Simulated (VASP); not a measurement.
All values below come from PBEsol GGA, VASP's PBE PAW potentials (set 64) (plane waves; VASP).

A VASP calculation is set up with these files.

KPOINTS:
```
Automatic mesh
0
Gamma
6 6 3
0 0 0
```

INCAR:
```
ALGO = Normal
EDIFF = 1E-8
ENCUT = 400
GGA = PS
IBRION = 8
ISMEAR = 0
LASPH = .True.
LCHARG = .False.
LEPSILON = .True.
LMAXMIX = 4
LREAL = .False.
LWAVE = .False.
NELM = 100
NSW = 1
PREC = Accurate
SIGMA = 0.01
SYSTEM = MgI2
```

**POSCAR**
```
MgI2
1.0
  2.0640070650  -3.5749646849   0.0000000000
  2.0640070650   3.5749646849   0.0000000000
  0.0000000000   0.0000000000   6.9999352948
Mg I
1 2
direct
  0.0000000000   0.0000000000   1.0000000000
  0.3333330000   0.6666670000   0.2382637304
  0.6666670000   0.3333330000   0.7617362696
```

POTCAR, in this order: Mg I (PBE.64 set). Program: vasp_std.

Output of the run:

File OSZICAR:
```
...
RMM:   2    -0.114361601546E+01   -0.14834E-01   -0.22610E-02  1457   0.798E-01    0.218E+00
RMM:   3    -0.105262040771E+01    0.90996E-01   -0.12658E-01  1387   0.170E+00    0.108E+00
RMM:   4    -0.108801624136E+01   -0.35396E-01   -0.12313E-01  1397   0.168E+00    0.223E-01
RMM:   5    -0.111689657960E+01   -0.28880E-01   -0.25692E-03  1465   0.351E-01    0.516E-02
RMM:   6    -0.111746392227E+01   -0.56734E-03   -0.17932E-04  1537   0.639E-02    0.361E-02
RMM:   7    -0.111780972097E+01   -0.34580E-03   -0.44231E-05  1530   0.203E-02    0.215E-02
RMM:   8    -0.111845067427E+01   -0.64095E-03   -0.34870E-05  1444   0.193E-02    0.553E-03
RMM:   9    -0.111842880364E+01    0.21871E-04   -0.22217E-05  1586   0.442E-03    0.132E-03
RMM:  10    -0.111848478525E+01   -0.55982E-04   -0.26332E-06  1481   0.314E-03    0.112E-03
RMM:  11    -0.111848492967E+01   -0.14441E-06   -0.17742E-06  1675   0.749E-04    0.471E-04
RMM:  12    -0.111848320661E+01    0.17231E-05    0.15948E-06  1679   0.385E-04    0.303E-05
RMM:  13    -0.111848095126E+01    0.22553E-05   -0.65146E-07  1564   0.242E-04    0.501E-05
RMM:  14    -0.111848081740E+01    0.13387E-06   -0.39971E-07  1423   0.233E-04    0.421E-06
 Linear response to external field, progress :
  Direction:   3
       N       E                     dE             d eps       ncg     rms          rms(c)
RMM:   1    -0.104050944164E+01   -0.10405E+01   -0.27546E+00   786   0.395E+00
RMM:   2    -0.105563919369E+01   -0.15130E-01   -0.20337E-02   713   0.790E-01    0.260E+00
RMM:   3    -0.882981395021E+00    0.17266E+00   -0.20223E-01   692   0.199E+00    0.123E+00
RMM:   4    -0.886844292038E+00   -0.38629E-02   -0.20906E-01   700   0.175E+00    0.479E-01
RMM:   5    -0.914258768241E+00   -0.27414E-01   -0.16132E-02   724   0.637E-01    0.158E-01
RMM:   6    -0.912364620166E+00    0.18941E-02   -0.46862E-04   739   0.105E-01    0.756E-02
RMM:   7    -0.912985799645E+00   -0.62118E-03   -0.76934E-05   710   0.915E-02    0.229E-02
RMM:   8    -0.913500859293E+00   -0.51506E-03    0.77221E-05   737   0.296E-02    0.365E-03
RMM:   9    -0.913362191733E+00    0.13867E-03    0.40080E-05   762   0.106E-02    0.161E-03
RMM:  10    -0.913361054178E+00    0.11376E-05    0.19303E-05   775   0.187E-03    0.105E-03
RMM:  11    -0.913343415107E+00    0.17639E-04    0.27293E-06   724   0.167E-03    0.364E-04
RMM:  12    -0.913342225623E+00    0.11895E-05    0.30675E-06   778   0.574E-04    0.204E-04
RMM:  13    -0.913341367868E+00    0.85775E-06   -0.45243E-06   678   0.300E-04    0.710E-05
RMM:  14    -0.913341281585E+00    0.86283E-07    0.79074E-08   425   0.215E-04    0.218E-05
RMM:  15    -0.913340913254E+00    0.36833E-06    0.40207E-07   390   0.225E-04    0.714E-06
 Linear response DOF=           4
 Linear response progress:
  Degree of freedom:   1/  4
       N       E                     dE             d eps       ncg     rms          rms(c)
RMM:   1    -0.223912057637E-02   -0.22391E-02   -0.20723E-03  1490   0.413E-01
RMM:   2    -0.187483030630E-02    0.36429E-03   -0.23994E-04  1341   0.949E-02    0.390E-02
RMM:   3    -0.185257453634E-02    0.22256E-04   -0.10567E-05  1419   0.225E-02    0.234E-02
RMM:   4    -0.183555078948E-02    0.17024E-04   -0.98954E-06  1341   0.208E-02    0.216E-03
RMM:   5    -0.183066569469E-02    0.48851E-05   -0.13789E-07  1485   0.411E-03    0.867E-04
RMM:   6    -0.182803188888E-02    0.26338E-05    0.42774E-08  1475   0.150E-03    0.253E-04
RMM:   7    -0.182764608401E-02    0.38580E-06    0.18280E-09  1518   0.453E-04    0.960E-05
RMM:   8    -0.182760317760E-02    0.42906E-07    0.75668E-09  1581   0.121E-04    0.200E-05
RMM:   9    -0.182765699265E-02   -0.53815E-07    0.13809E-09  1668   0.489E-05    0.512E-06
RMM:  10    -0.182765311808E-02    0.38746E-08    0.28944E-09  1772   0.222E-05    0.253E-06
 Linear response progress:
  Degree of freedom:   2/  4
       N       E                     dE             d eps       ncg     rms          rms(c)
RMM:   1    -0.432292920438E-02   -0.43229E-02   -0.29123E-03  1023   0.480E-01
RMM:   2    -0.286396828737E-02    0.14590E-02   -0.62000E-04   693   0.152E-01    0.577E-02
RMM:   3    -0.263551621516E-02    0.22845E-03   -0.17607E-04   717   0.549E-02    0.314E-02
RMM:   4    -0.246700279440E-02    0.16851E-03   -0.16867E-04   758   0.472E-02    0.157E-02
RMM:   5    -0.241478059899E-02    0.52222E-04   -0.52976E-05   726   0.301E-02    0.388E-03
RMM:   6    -0.241112615329E-02    0.36544E-05   -0.69360E-06   747   0.904E-03    0.329E-03
RMM:   7    -0.241342789450E-02   -0.23017E-05   -0.22024E-06   680   0.294E-03    0.312E-04
RMM:   8    -0.241348999930E-02   -0.62105E-07   -0.80914E-07   767   0.716E-04    0.272E-04
RMM:   9    -0.241376983764E-02   -0.27984E-06   -0.34865E-07   698   0.397E-04    0.328E-05
RMM:  10    -0.241372343686E-02    0.46401E-07   -0.45242E-08   766   0.574E-05    0.196E-05
RMM:  11    -0.241369761273E-02    0.25824E-07   -0.35260E-08   738   0.349E-05    0.397E-06
RMM:  12    -0.241369303606E-02    0.45767E-08   -0.54915E-08   775   0.108E-05    0.141E-06
 Linear response progress:
  Degree of freedom:   3/  4
       N       E                     dE             d eps       ncg     rms          rms(c)
RMM:   1    -0.787826035899E-01   -0.78783E-01    0.60418E-02  2976   0.156E+00
RMM:   2    -0.789443103640E-01   -0.16171E-03   -0.15174E-03  2210   0.277E-01    0.459E-02
RMM:   3    -0.791832212598E-01   -0.23891E-03   -0.11954E-04  2405   0.668E-02    0.294E-02
RMM:   4    -0.794476346806E-01   -0.26441E-03   -0.30655E-05  2480   0.314E-02    0.514E-03
RMM:   5    -0.794756178919E-01   -0.27983E-04    0.97731E-06  2553   0.722E-03    0.285E-03
RMM:   6    -0.794590848031E-01    0.16533E-04   -0.11839E-06  2338   0.278E-03    0.456E-04
RMM:   7    -0.794655734173E-01   -0.64886E-05   -0.12953E-06  2564   0.876E-04    0.228E-04
RMM:   8    -0.794649367212E-01    0.63670E-06    0.21240E-07  2538   0.295E-04    0.326E-05
RMM:   9    -0.794644460554E-01    0.49067E-06    0.92353E-08  2829   0.129E-04    0.322E-05
RMM:  10    -0.794644443775E-01    0.16780E-08   -0.19526E-07  3215   0.798E-05    0.359E-06
RMM:  11    -0.794644530288E-01   -0.86514E-08    0.21994E-08  3401   0.658E-05    0.274E-06
 Linear response progress:
  Degree of freedom:   4/  4
       N       E                     dE             d eps       ncg     rms          rms(c)
RMM:   1    -0.101671051535E+00   -0.10167E+00    0.67747E-02   861   0.154E+00
RMM:   2    -0.101319263732E+00    0.35179E-03   -0.13554E-03   662   0.264E-01    0.517E-02
RMM:   3    -0.101379836620E+00   -0.60573E-04   -0.16321E-04   705   0.694E-02    0.303E-02
RMM:   4    -0.101442663283E+00   -0.62827E-04   -0.75657E-05   738   0.331E-02    0.944E-03
RMM:   5    -0.101443947059E+00   -0.12838E-05   -0.67710E-06   761   0.113E-02    0.546E-03
RMM:   6    -0.101435151493E+00    0.87956E-05   -0.38211E-06   756   0.700E-03    0.248E-03
RMM:   7    -0.101433068847E+00    0.20826E-05   -0.50127E-07   774   0.203E-03    0.103E-03
RMM:   8    -0.101431670020E+00    0.13988E-05    0.12895E-07   757   0.102E-03    0.345E-04
RMM:   9    -0.101432151090E+00   -0.48107E-06    0.25351E-07   788   0.267E-04    0.132E-04
RMM:  10    -0.101432371216E+00   -0.22013E-06   -0.18219E-07   755   0.184E-04    0.373E-05
RMM:  11    -0.101432336515E+00    0.34701E-07    0.18336E-08   795   0.656E-05    0.109E-05
RMM:  12    -0.101432337152E+00   -0.63676E-09    0.63854E-08   746   0.542E-05    0.531E-06
 Linear response finished
```

File OUTCAR:
```
------------------------ aborting loop because EDIFF is reached ----------------------------------------

 HEAD OF MICROSCOPIC STATIC DIELECTRIC TENSOR (INDEPENDENT PARTICLE, excluding Hartree and local field effects)
 ------------------------------------------------------
           5.007693    -0.000000     0.000000
           0.000000     5.007692     0.000000
           0.000000     0.000000     4.699166
 ------------------------------------------------------

 MACROSCOPIC STATIC DIELECTRIC TENSOR (including local field effects in DFT)
 ------------------------------------------------------
           4.530175     0.000000    -0.000000
           0.000000     4.530174     0.000000
           0.000000     0.000000     3.856964
 ------------------------------------------------------

 PIEZOELECTRIC TENSOR (including local field effects)  for field in x, y, z        (e  Angst)
          XX          YY          ZZ          XY          YZ          ZX
  --------------------------------------------------------------------------------
  x     0.00000     0.00000     0.00000     0.00000     0.00000     0.00000
  y     0.00000     0.00000     0.00000     0.00000     0.00000     0.00000
  z     0.00000     0.00000     0.00000     0.00000     0.00000     0.00000

 PIEZOELECTRIC TENSOR (including local field effects)  for field in x, y, z        (C/m^2)
          XX          YY          ZZ          XY          YZ          ZX
  --------------------------------------------------------------------------------
  x     0.00000     0.00000     0.00000     0.00000     0.00000     0.00000
  y     0.00000     0.00000     0.00000     0.00000     0.00000     0.00000
  z     0.00000     0.00000     0.00000     0.00000     0.00000     0.00000

 BORN EFFECTIVE CHARGES (including local field effects) (in |e|, cummulative output)
 ---------------------------------------------------------------------------------
 ion    1
    1     2.49265     0.00000     0.00000
    2     0.00000     2.49265     0.00000
    3    -0.00000     0.00000     1.50779
 ion    2
    1    -1.24632     0.00000     0.00000
    2     0.00000    -1.24632     0.00000
    3    -0.00000     0.00000    -0.75390
 ion    3
    1    -1.24632     0.00000     0.00000
    2     0.00000    -1.24632     0.00000
    3    -0.00000    -0.00000    -0.75390

   1 f  =    8.019602 THz    50.388643 2PiTHz  267.505118 cm-1    33.166393 meV
             X         Y         Z           dx          dy          dz
      0.000000  0.000000  0.000000    -0.000000   -0.000000    0.955344
      2.064007  1.191657  1.667831     0.000000    0.000000   -0.208948
      2.064007 -1.191657  5.332105     0.000000    0.000000   -0.208948

   2 f  =    5.331693 THz    33.500016 2PiTHz  177.846142 cm-1    22.050101 meV
             X         Y         Z           dx          dy          dz
      0.000000  0.000000  0.000000    -0.955349    0.000000    0.000000
      2.064007  1.191657  1.667831     0.208936   -0.000000   -0.000000
      2.064007 -1.191657  5.332105     0.208936   -0.000000    0.000000

   3 f  =    5.331693 THz    33.500012 2PiTHz  177.846121 cm-1    22.050099 meV
             X         Y         Z           dx          dy          dz
      0.000000  0.000000  0.000000     0.000000    0.955349    0.000000
      2.064007  1.191657  1.667831    -0.000000   -0.208936   -0.000000
      2.064007 -1.191657  5.332105    -0.000000   -0.208936   -0.000000

   4 f  =    3.152404 THz    19.807141 2PiTHz  105.152890 cm-1    13.037291 meV
             X         Y         Z           dx          dy          dz
      0.000000  0.000000  0.000000     0.000000    0.000000   -0.000000
      2.064007  1.191657  1.667831    -0.000000   -0.000000   -0.707107
      2.064007 -1.191657  5.332105     0.000000    0.000000    0.707107

   5 f  =    1.921595 THz    12.073735 2PiTHz   64.097494 cm-1     7.947073 meV
             X         Y         Z           dx          dy          dz
      0.000000  0.000000  0.000000     0.000000   -0.000000    0.000000
      2.064007  1.191657  1.667831     0.707107   -0.000000    0.000000
      2.064007 -1.191657  5.332105    -0.707107    0.000000    0.000000

   6 f  =    1.921594 THz    12.073733 2PiTHz   64.097487 cm-1     7.947072 meV
             X         Y         Z           dx          dy          dz
      0.000000  0.000000  0.000000    -0.000000   -0.000000    0.000000
      2.064007  1.191657  1.667831    -0.000000   -0.707107    0.000000
      2.064007 -1.191657  5.332105     0.000000    0.707107    0.000000

   7 f/i=    0.000795 THz     0.004992 2PiTHz    0.026502 cm-1     0.003286 meV
             X         Y         Z           dx          dy          dz
      0.000000  0.000000  0.000000     0.004250   -0.295449   -0.000000
      2.064007  1.191657  1.667831     0.009716   -0.675464   -0.000000
      2.064007 -1.191657  5.332105     0.009716   -0.675464   -0.000000

   8 f/i=    0.000795 THz     0.004992 2PiTHz    0.026502 cm-1     0.003286 meV
             X         Y         Z           dx          dy          dz
      0.000000  0.000000  0.000000     0.295449    0.004250   -0.000000
      2.064007  1.191657  1.667831     0.675464    0.009716   -0.000000
      2.064007 -1.191657  5.332105     0.675464    0.009716   -0.000000

   9 f/i=    0.001050 THz     0.006598 2PiTHz    0.035026 cm-1     0.004343 meV
             X         Y         Z           dx          dy          dz
      0.000000  0.000000  0.000000     0.000000   -0.000000    0.295497
      2.064007  1.191657  1.667831     0.000000   -0.000000    0.675530
      2.064007 -1.191657  5.332105     0.000000   -0.000000    0.675530

 MACROSCOPIC STATIC DIELECTRIC TENSOR IONIC CONTRIBUTION
 ------------------------------------------------------
           4.219733     0.000000    -0.000000
           0.000000     4.219732     0.000000
          -0.000000     0.000000     0.682431
 ------------------------------------------------------

 ELASTIC MODULI CONTR FROM IONIC RELAXATION (kBar)
 Direction    XX          YY          ZZ          XY          YZ          ZX
 --------------------------------------------------------------------------------
 XX         -82.4303    -78.2761   -171.9243     -0.0000    -13.1344     -0.0000
...
```
(Selected blocks of OUTCAR.)

Tensors are in the Cartesian frame of the cell as typed. Without a dispersion term in the relaxation, distances and binding between the weakly bound layers, chains or molecules are unreliable, and so is what depends on them.

The compound is MgI2 in the 1T layered structure. It was relaxed first.
